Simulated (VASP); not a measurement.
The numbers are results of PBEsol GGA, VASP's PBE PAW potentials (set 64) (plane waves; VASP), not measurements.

VASP ran on this input.

KPOINTS:
```
kpoints
0
Gamma
4 7 1
0 0 0
```

INCAR:
```
SYSTEM = AlN(100) slab
PREC = Normal
ENCUT = 450
EDIFF = 1E-5
NELM = 100
ALGO = Normal
LREAL = .FALSE.
LASPH = .TRUE.
ISMEAR = 0
SIGMA = 0.05
GGA = PS
LWAVE = .TRUE.
LCHARG = .FALSE.
NELMIN = 4
LDIPOL = .TRUE.
IDIPOL = 3
DIPOL = 0.5 0.5 0.5
IBRION = 2
ISIF = 2
NSW = 50
EDIFFG = -0.03
```

File POSCAR:
```
AlN(100) slab
1
    4.9837141637     0.0000000000     0.0000000000
    0.0000000000     3.1132802064     0.0000000000
    0.0000000000     0.0000000000    25.8005398995
Al N
8 8
Direct
  0.0000000000   0.0000000000   0.6741680000
  0.5000000000   0.5000000000   0.6393350000
  0.0000000000   0.5000000000   0.5696670000
  0.5000000000   0.0000000000   0.5348340000
  0.0000000000   0.0000000000   0.4651660000
  0.5000000000   0.5000000000   0.4303330000
  0.0000000000   0.5000000000   0.3606650000
  0.5000000000   0.0000000000   0.3258320000
  0.3820000000   0.0000000000   0.6741680000
  0.8820000000   0.5000000000   0.6393350000
  0.3820000000   0.5000000000   0.5696670000
  0.8820000000   0.0000000000   0.5348340000
  0.3820000000   0.0000000000   0.4651660000
  0.8820000000   0.5000000000   0.4303330000
  0.3820000000   0.5000000000   0.3606650000
  0.8820000000   0.0000000000   0.3258320000
```

POTCAR, in this order: Al N (PBE.64 set). Program: vasp_std.

What VASP printed:

OUTCAR:
```
 ion  position               nearest neighbor table
   1  0.000  0.000  0.674-  10 1.89  10 1.89   9 1.90   2 3.07   2 3.07   2 3.07   2 3.07   3 3.11
                             3 3.11
   2  0.500  0.500  0.639-   9 1.89   9 1.89  11 1.89  10 1.90   1 3.07   1 3.07   1 3.07   1 3.07
                             3 3.07   3 3.07   4 3.11   4 3.11
   3  0.000  0.500  0.570-  12 1.89  12 1.89  10 1.89  11 1.90   4 3.07   4 3.07   4 3.07   4 3.07
                             2 3.07   2 3.07   1 3.11   1 3.11   5 3.11   5 3.11
   4  0.500  0.000  0.535-  11 1.89  11 1.89  13 1.89  12 1.90   3 3.07   3 3.07   3 3.07   3 3.07
                             5 3.07   5 3.07   2 3.11   2 3.11   6 3.11   6 3.11
   5  0.000  0.000  0.465-  14 1.89  14 1.89  12 1.89  13 1.90   6 3.07   6 3.07   6 3.07   6 3.07
                             4 3.07   4 3.07   3 3.11   3 3.11   7 3.11   7 3.11
   6  0.500  0.500  0.430-  13 1.89  13 1.89  15 1.89  14 1.90   5 3.07   5 3.07   5 3.07   5 3.07
                             7 3.07   7 3.07   8 3.11   8 3.11   4 3.11   4 3.11
   7  0.000  0.500  0.361-  16 1.89  16 1.89  14 1.89  15 1.90   8 3.07   8 3.07   8 3.07   8 3.07
                             6 3.07   6 3.07   5 3.11   5 3.11
   8  0.500  0.000  0.326-  15 1.89  15 1.89  16 1.90   7 3.07   7 3.07   7 3.07   7 3.07   6 3.11
                             6 3.11
   9  0.382  0.000  0.674-   2 1.89   2 1.89   1 1.90
  10  0.882  0.500  0.639-   1 1.89   1 1.89   3 1.89   2 1.90
  11  0.382  0.500  0.570-   4 1.89   4 1.89   2 1.89   3 1.90
  12  0.882  0.000  0.535-   3 1.89   3 1.89   5 1.89   4 1.90
  13  0.382  0.000  0.465-   6 1.89   6 1.89   4 1.89   5 1.90
  14  0.882  0.500  0.430-   5 1.89   5 1.89   7 1.89   6 1.90
  15  0.382  0.500  0.361-   8 1.89   8 1.89   6 1.89   7 1.90
  16  0.882  0.000  0.326-   7 1.89   7 1.89   8 1.90
  LATTYP: Found a simple orthorhombic cell.
 ALAT       =     3.1132802064
 B/A-ratio  =     1.6007920371
 C/A-ratio  =     8.2872527331
 Subroutine PRICEL returns:
 Original cell was already a primitive cell.
 Subroutine GETGRP returns: Found  4 space group operations
The static configuration has the point symmetry C_1h.
 The point group associated with its full space group is C_2v.
The dynamic configuration has the point symmetry C_1h.
 Subroutine INISYM returns: Found  4 space group operations
 Subroutine IBZKPT returns following result:
 Found     12 irreducible k-points:

 Following reciprocal coordinates:
...
```

File OSZICAR:
```
...
DAV:   5    -0.120730715843E+03   -0.22555E-04   -0.84365E-04  1240   0.157E-01    0.413E-02
DAV:   6    -0.120730731760E+03   -0.15917E-04   -0.16601E-04  1317   0.696E-02    0.213E-02
DAV:   7    -0.120730732923E+03   -0.11634E-05   -0.40491E-05  1075   0.300E-02
   6 F= -.12073073E+03 E0= -.12073073E+03  d E =-.303349E-01
       N       E                     dE             d eps       ncg     rms          rms(c)
DAV:   1    -0.120730823496E+03   -0.91736E-04   -0.16026E-02   986   0.662E-01    0.213E-02
DAV:   2    -0.120730846736E+03   -0.23240E-04   -0.28691E-04  1183   0.789E-02    0.149E-02
DAV:   3    -0.120730846430E+03    0.30655E-06   -0.75844E-06   755   0.172E-02    0.920E-03
DAV:   4    -0.120730853908E+03   -0.74784E-05   -0.14250E-05   768   0.201E-02
   7 F= -.12073085E+03 E0= -.12073085E+03  d E =-.304559E-01
       N       E                     dE             d eps       ncg     rms          rms(c)
DAV:   1    -0.120741719033E+03   -0.10873E-01   -0.30900E+00   984   0.912E+00    0.270E-01
DAV:   2    -0.120744571593E+03   -0.28526E-02   -0.49887E-02  1106   0.980E-01    0.170E-01
DAV:   3    -0.120743831438E+03    0.74015E-03   -0.14719E-03  1240   0.217E-01    0.101E-01
DAV:   4    -0.120743534210E+03    0.29723E-03   -0.11035E-03  1197   0.179E-01    0.350E-02
DAV:   5    -0.120743556280E+03   -0.22070E-04   -0.30223E-04  1158   0.810E-02    0.209E-02
DAV:   6    -0.120743556090E+03    0.18951E-06   -0.17838E-05   794   0.235E-02
   8 F= -.12074356E+03 E0= -.12074356E+03  d E =-.127022E-01
       N       E                     dE             d eps       ncg     rms          rms(c)
DAV:   1    -0.120745379654E+03   -0.18234E-02   -0.16542E+00   984   0.667E+00    0.200E-01
DAV:   2    -0.120746899882E+03   -0.15202E-02   -0.26608E-02  1116   0.716E-01    0.124E-01
DAV:   3    -0.120746500722E+03    0.39916E-03   -0.78001E-04  1239   0.159E-01    0.742E-02
DAV:   4    -0.120746344718E+03    0.15600E-03   -0.60248E-04  1132   0.131E-01    0.259E-02
DAV:   5    -0.120746358142E+03   -0.13424E-04   -0.15855E-04  1143   0.593E-02    0.156E-02
DAV:   6    -0.120746360474E+03   -0.23323E-05   -0.10738E-05   715   0.182E-02
   9 F= -.12074636E+03 E0= -.12074636E+03  d E =-.155066E-01
       N       E                     dE             d eps       ncg     rms          rms(c)
DAV:   1    -0.120753759061E+03   -0.74009E-02   -0.21439E+00   984   0.770E+00    0.235E-01
DAV:   2    -0.120756874875E+03   -0.31158E-02   -0.40007E-02  1222   0.881E-01    0.155E-01
DAV:   3    -0.120756428003E+03    0.44687E-03   -0.93267E-04  1200   0.179E-01    0.102E-01
DAV:   4    -0.120756180536E+03    0.24747E-03   -0.13432E-03  1140   0.185E-01    0.397E-02
DAV:   5    -0.120756174907E+03    0.56284E-05   -0.20112E-04  1207   0.830E-02    0.327E-02
DAV:   6    -0.120756173721E+03    0.11865E-05   -0.60773E-05  1159   0.424E-02
  10 F= -.12075617E+03 E0= -.12075617E+03  d E =-.981325E-02
       N       E                     dE             d eps       ncg     rms          rms(c)
DAV:   1    -0.120757244534E+03   -0.10696E-02   -0.75600E-01   984   0.457E+00    0.142E-01
DAV:   2    -0.120758363988E+03   -0.11195E-02   -0.14395E-02  1238   0.529E-01    0.925E-02
DAV:   3    -0.120758208197E+03    0.15579E-03   -0.34066E-04  1216   0.109E-01    0.615E-02
DAV:   4    -0.120758124370E+03    0.83827E-04   -0.47274E-04  1199   0.109E-01    0.242E-02
DAV:   5    -0.120758124620E+03   -0.25014E-06   -0.65953E-05  1093   0.491E-02
  11 F= -.12075812E+03 E0= -.12075812E+03  d E =-.117641E-01
       N       E                     dE             d eps       ncg     rms          rms(c)
DAV:   1    -0.120759432225E+03   -0.13079E-02   -0.36105E+00   984   0.101E+01    0.316E-01
DAV:   2    -0.120763117486E+03   -0.36853E-02   -0.63298E-02  1163   0.115E+00    0.196E-01
DAV:   3    -0.120762062730E+03    0.10548E-02   -0.16862E-03  1232   0.292E-01    0.119E-01
DAV:   4    -0.120761620375E+03    0.44236E-03   -0.19680E-03  1184   0.293E-01    0.377E-02
DAV:   5    -0.120761694999E+03   -0.74624E-04   -0.72213E-04  1126   0.137E-01    0.343E-02
DAV:   6    -0.120761692176E+03    0.28229E-05   -0.18216E-05   846   0.227E-02
  12 F= -.12076169E+03 E0= -.12076169E+03  d E =-.356756E-02
       N       E                     dE             d eps       ncg     rms          rms(c)
DAV:   1    -0.120762094864E+03   -0.39987E-03   -0.25686E-01   984   0.269E+00    0.807E-02
DAV:   2    -0.120762364513E+03   -0.26965E-03   -0.44107E-03  1143   0.304E-01    0.520E-02
DAV:   3    -0.120762299806E+03    0.64707E-04   -0.12750E-04  1224   0.771E-02    0.310E-02
DAV:   4    -0.120762277896E+03    0.21910E-04   -0.11909E-04  1135   0.711E-02    0.102E-02
DAV:   5    -0.120762285524E+03   -0.76273E-05   -0.42706E-05   997   0.336E-02
  13 F= -.12076229E+03 E0= -.12076229E+03  d E =-.416090E-02
       N       E                     dE             d eps       ncg     rms          rms(c)
DAV:   1    -0.120762788473E+03   -0.51058E-03   -0.20143E-01   984   0.235E+00    0.783E-02
DAV:   2    -0.120763080175E+03   -0.29170E-03   -0.39701E-03  1135   0.284E-01    0.512E-02
DAV:   3    -0.120763033049E+03    0.47126E-04   -0.11874E-04  1175   0.691E-02    0.348E-02
DAV:   4    -0.120763014087E+03    0.18962E-04   -0.10004E-04  1150   0.613E-02    0.151E-02
DAV:   5    -0.120763016654E+03   -0.25668E-05   -0.25701E-05   898   0.277E-02
  14 F= -.12076302E+03 E0= -.12076302E+03  d E =-.731131E-03
       N       E                     dE             d eps       ncg     rms          rms(c)
DAV:   1    -0.120763038021E+03   -0.23933E-04   -0.15835E-02   996   0.660E-01    0.243E-02
DAV:   2    -0.120763061685E+03   -0.23664E-04   -0.30874E-04  1190   0.790E-02    0.144E-02
DAV:   3    -0.120763058701E+03    0.29839E-05   -0.83087E-06   788   0.201E-02    0.950E-03
DAV:   4    -0.120763058578E+03    0.12223E-06   -0.11509E-05   785   0.216E-02
  15 F= -.12076306E+03 E0= -.12076306E+03  d E =-.773055E-03
       N       E                     dE             d eps       ncg     rms          rms(c)
DAV:   1    -0.120763560793E+03   -0.50209E-03   -0.14487E-01   984   0.193E+00    0.658E-02
DAV:   2    -0.120763764520E+03   -0.20373E-03   -0.27178E-03  1208   0.231E-01    0.404E-02
DAV:   3    -0.120763742726E+03    0.21793E-04   -0.11564E-04  1208   0.573E-02    0.267E-02
DAV:   4    -0.120763730111E+03    0.12616E-04   -0.39165E-05  1071   0.319E-02    0.126E-02
DAV:   5    -0.120763728868E+03    0.12426E-05   -0.10944E-05   762   0.199E-02
  16 F= -.12076373E+03 E0= -.12076373E+03  d E =-.670290E-03
       N       E                     dE             d eps       ncg     rms          rms(c)
DAV:   1    -0.120763761460E+03   -0.31349E-04   -0.18387E-01   984   0.218E+00    0.751E-02
DAV:   2    -0.120764023127E+03   -0.26167E-03   -0.34601E-03  1184   0.260E-01    0.447E-02
DAV:   3    -0.120763995819E+03    0.27308E-04   -0.14312E-04  1166   0.640E-02    0.294E-02
DAV:   4    -0.120763980214E+03    0.15605E-04   -0.50753E-05  1107   0.355E-02    0.138E-02
DAV:   5    -0.120763978485E+03    0.17290E-05   -0.11712E-05   781   0.212E-02
  17 F= -.12076398E+03 E0= -.12076398E+03  d E =-.919906E-03
       N       E                     dE             d eps       ncg     rms          rms(c)
DAV:   1    -0.120764287460E+03   -0.30725E-03   -0.20783E-01   984   0.236E+00    0.757E-02
DAV:   2    -0.120764557084E+03   -0.26962E-03   -0.36333E-03  1119   0.267E-01    0.460E-02
DAV:   3    -0.120764509008E+03    0.48076E-04   -0.84643E-05  1152   0.622E-02    0.294E-02
DAV:   4    -0.120764487864E+03    0.21144E-04   -0.10613E-04  1152   0.663E-02    0.104E-02
DAV:   5    -0.120764491708E+03   -0.38435E-05   -0.35158E-05   825   0.316E-02
  18 F= -.12076449E+03 E0= -.12076449E+03  d E =-.513223E-03
```

File OUTCAR:
```
------------------------ aborting loop because EDIFF is reached ----------------------------------------
  FORCE on cell =-STRESS in cart. coord.  units (eV):
  Direction    XX          YY          ZZ          XY          YZ          ZX
  --------------------------------------------------------------------------------------
  Total        1.0647826      4.3910785     -1.1899623      0.0000000      0.0000000      0.0000000
  in kB        4.2615873     17.5744465     -4.7625949      0.0000000      0.0000000      0.0000000
  external PRESSURE =       5.6911463 kB  Pullay stress =       0.0000000 kB
  volume of cell :      400.31
      direct lattice vectors                 reciprocal lattice vectors
     4.983714164  0.000000000  0.000000000     0.200653562  0.000000000  0.000000000
     0.000000000  3.113280206  0.000000000     0.000000000  0.321204625  0.000000000
     0.000000000  0.000000000 25.800539899     0.000000000  0.000000000  0.038758879
 POSITION                                       TOTAL-FORCE (eV/Angst)
 -----------------------------------------------------------------------------------
      0.12327      0.00000     17.13211         0.007627      0.000000      0.019693
      2.45512      1.55664     16.58134         0.009299      0.000000     -0.005250
      0.00418      1.55664     14.65370         0.018697      0.000000      0.016359
      2.47920      0.00000     13.82361        -0.018135      0.000000     -0.009660
      4.97106      0.00000     11.97693        -0.018135      0.000000      0.009660
      2.49603      1.55664     11.14684         0.018697      0.000000     -0.016359
      4.94698      1.55664      9.21920         0.009299      0.000000      0.005250
      2.61513      0.00000      8.66843         0.007627      0.000000     -0.019693
      1.87891      0.00000     17.35951        -0.004628      0.000000     -0.016616
      4.35842      1.55664     16.49851        -0.009288      0.000000     -0.017479
      1.89733      1.55664     14.69972         0.007988      0.000000     -0.008067
      4.38612      0.00000     13.79437        -0.011561      0.000000      0.007534
      1.89426      0.00000     12.00617        -0.011561      0.000000     -0.007534
      4.38918      1.55664     11.10082         0.007988      0.000000      0.008067
      1.86656      1.55664      9.30203        -0.009288      0.000000      0.017479
      4.37076      0.00000      8.44103        -0.004628      0.000000      0.016616
 -----------------------------------------------------------------------------------
    total drift:                                0.001707      0.000000      0.000015
  FREE ENERGIE OF THE ION-ELECTRON SYSTEM (eV)
  ---------------------------------------------------
  free  energy   TOTEN  =      -120.7644917075 eV

  energy  without entropy=     -120.7644917075  energy(sigma->0) =     -120.76449171

 reached required accuracy - stopping structural energy minimisation
```
(Selected blocks of OUTCAR.)

File CONTCAR:
```
AlN(100) slab
   1.00000000000000
     4.9837141637000002    0.0000000000000000    0.0000000000000000
     0.0000000000000000    3.1132802063999998    0.0000000000000000
     0.0000000000000000    0.0000000000000000   25.8005398994999986
  Al              N
     8     8
Direct
     0.0247346672833319    0.0000000000000000    0.6640213670851117
     0.4926289597817930    0.5000000000000000    0.6426739690727566
     0.0008383100519105    0.5000000000000000    0.5679610420230587
     0.4974607479306974    0.0000000000000000    0.5357876812820457
     0.9974607479306973    0.0000000000000000    0.4642123187179613
     0.5008383100519106    0.5000000000000000    0.4320389579769413
     0.9926289597817931    0.5000000000000000    0.3573260309272431
     0.5247346672833318    0.0000000000000000    0.3359786329148883
     0.3770092955882555    0.0000000000000000    0.6728351773599632
     0.8745328189480447    0.5000000000000000    0.6394636352481945
     0.3807054782818593    0.5000000000000000    0.5697446404123722
     0.8800897221340998    0.0000000000000000    0.5346545040585832
     0.3800897221340994    0.0000000000000000    0.4653454959414239
     0.8807054782818590    0.5000000000000000    0.4302553595876275
     0.3745328189480446    0.5000000000000000    0.3605363647518057
     0.8770092955882556    0.0000000000000000    0.3271648226400369
```

At this cut-off the stress carries a Pulay error, which pulls relaxed volumes low.

The cell is a thin slab with vacuum, built from AlN (wurtzite): (100) face.
